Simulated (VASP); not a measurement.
Here is the system:

```
CELL_PARAMETERS angstrom
      0.00000     3.20588     3.20588
      3.20588     0.00000     3.20588
      3.20588     3.20588     0.00000
ATOMIC_POSITIONS crystal
  Mg 0.25000 0.25000 0.25000
  Mg 0.75000 0.75000 0.75000
  Ge 0.00000 0.00000 0.00000
```

Level of theory: PBE GGA, VASP's PBE PAW potentials (set 64) (plane waves; VASP). Numerical set-up: 350 eV cut-off, Gaussian smearing of 0.050 eV, potentials Mg Ge_d.

**Question.** Predict the band gap (along the path) with the smallest direct gap where there is one.

**Answer.** 
```yaml
band gap (along the path): 0.15 eV
smallest direct gap (along the path): 0.97 eV
```

The absolute energy has meaning only against runs of the same code, potentials and settings.

The compound is Mg2Ge in the antifluorite structure. It was relaxed first.
